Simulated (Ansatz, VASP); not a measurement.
## TlMo2 in VASP and in Ansatz

```xyz
6
Lattice="0.0000 3.8335 3.8335 3.8335 0.0000 3.8335 3.8335 3.8335 0.0000" Properties=species:S:1:pos:R:3 pbc="T T T"
Tl    0.0000    0.0000    0.0000
Tl    1.9168    1.9168    1.9168
Mo    4.7919    4.7919    4.7919
Mo    4.7919    2.8751    2.8751
Mo    2.8751    2.8751    4.7919
Mo    2.8751    4.7919    2.8751
```

Alike in both runs: functional PBE; k mesh 4 × 4 × 4; occupations gaussian, width 0.1 eV; no spin polarisation.

Ansatz relaxed the structure, and its values are those at the end. VASP's run is a single point on that final structure, the one shown.

|  | VASP | Ansatz |
| --- | --- | --- |
| version | VASP 6.6.1 | Ansatz 0.2.0 |
| potentials or method | VASP PAW PBE potentials, release 64 (Tl_d, Mo_sv) | scalar-relativistic, plane waves, PAW |
| plane-wave cutoff (eV) | 520 | 420 |
| valence electrons in the cell | 82 | 82 |

```csv
,VASP,Ansatz,Ansatz less VASP
gap on the k mesh at the Fermi level (eV),none,none,-
pressure (GPa),0.3,0.1,-0.21
```

A gap of «none» marks a metal or a gap that the smearing closes. With one functional, cell and mesh, what is left measures potentials, basis and numerics.

Spin-orbit coupling is left out, which matters for the levels of Tl.
